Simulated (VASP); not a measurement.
Consider the following.

```
CELL_PARAMETERS angstrom
      4.09090     0.00000     0.00000
     -2.04545     3.54282     0.00000
      0.00000     0.00000     2.91847
ATOMIC_POSITIONS crystal
  Mg 0.00000 0.00000 0.00000
  As 0.66667 0.33333 0.50000
```

Computed with PBEsol GGA with spin-orbit coupling, VASP's PBE PAW potentials (set 64) (plane waves; VASP). Run with 400 eV cut-off, 9×9×11 Γ-centred mesh, Gaussian smearing of 0.050 eV, potentials Mg As.

Task: Give the energies of bands 3 to 13 at the high-symmetry points, in eV from the Fermi level.

Result: 
```json
[
 {"band": "3", "Γ": "-1.61", "M": "-5.73", "K": "-5.34", "A": "-5.77", "L": "-4.81", "H": "-4.67"},
 {"band": "4", "Γ": "-1.61", "M": "-5.73", "K": "-5.27", "A": "-5.77", "L": "-4.81", "H": "-4.66"},
 {"band": "5", "Γ": "-1.43", "M": "-2.51", "K": "-4.37", "A": "0.66", "L": "-2.87", "H": "-2.59"},
 {"band": "6", "Γ": "-1.43", "M": "-2.51", "K": "-4.27", "A": "0.66", "L": "-2.87", "H": "-2.48"},
 {"band": "7", "Γ": "0.63", "M": "1.07", "K": "4.14", "A": "0.89", "L": "-0.12", "H": "-1.61"},
 {"band": "8", "Γ": "0.63", "M": "1.07", "K": "4.15", "A": "0.89", "L": "-0.12", "H": "-1.46"},
 {"band": "9", "Γ": "3.59", "M": "4.09", "K": "5.26", "A": "3.77", "L": "0.80", "H": "1.50"},
 {"band": "10", "Γ": "3.59", "M": "4.09", "K": "5.37", "A": "3.77", "L": "0.80", "H": "1.51"},
 {"band": "11", "Γ": "4.17", "M": "8.57", "K": "5.54", "A": "5.87", "L": "4.45", "H": "1.93"},
 {"band": "12", "Γ": "4.17", "M": "8.57", "K": "5.60", "A": "5.87", "L": "4.45", "H": "1.93"},
 {"band": "13", "Γ": "4.17", "M": "9.49", "K": "6.84", "A": "6.17", "L": "4.64", "H": "7.32"}
]
```

It has no gap at this level: it comes out as a metal or semimetal.

The structure comes from a computed database's MgAs entry (P-6m2); how it stands against other phases isn't given here. It was relaxed first.
